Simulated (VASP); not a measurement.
Data:

```
BN
1.0
    0.00000     3.25467     2.15477
    1.24589     0.00000     2.15477
    1.24589     3.25467     0.00000
B N
1 1
Direct
  0.00011   0.00011   0.99989
  0.66659   0.66659   0.33341
```

Computed with LDA (Ceperley-Alder, Perdew-Zunger), VASP's LDA PAW potentials (set 64) (plane waves; VASP 6.6.1). Numerical set-up: 520 eV cut-off, 13×13×13 Γ-centred mesh, Gaussian smearing of 0.010 eV, potentials B N.

Give the electronic dielectric tensor ε∞ (DFPT, local fields included).

```
4.92  0.00  0.00
0.00  2.77  0.00
0.00  0.00  4.96
```

Give the Born effective charges.

```json
[
 {"atom": "B1", "Z*xx": "2.69", "Z*yy": "0.74", "Z*zz": "2.69", "mean": "2.04"},
 {"atom": "N2", "Z*xx": "-2.69", "Z*yy": "-0.74", "Z*zz": "-2.69", "mean": "-2.04"}
]
```

And the static tensor with the ions free?

```
6.68  0.00  0.00
0.00  3.20  0.00
0.00  0.00  6.71
```

Which frequencies do the optical Γ-point modes have (no LO-TO splitting)?

762, 1381 (×2) cm⁻¹.

The piezoelectric tensor e of the same run, ions relaxed (C/m²):

```csv
,xx,yy,zz,yz,xz,xy
x,0.00,0.00,0.00,0.00,-0.35,0.00
y,0.00,0.00,0.00,-0.09,0.00,0.00
z,-0.36,-0.04,0.39,0.00,0.00,0.00
```

The structure comes from a computed database's BN entry (Fmm2); how it stands against other phases isn't given here. It was relaxed first, which changed the volume by -8 %.
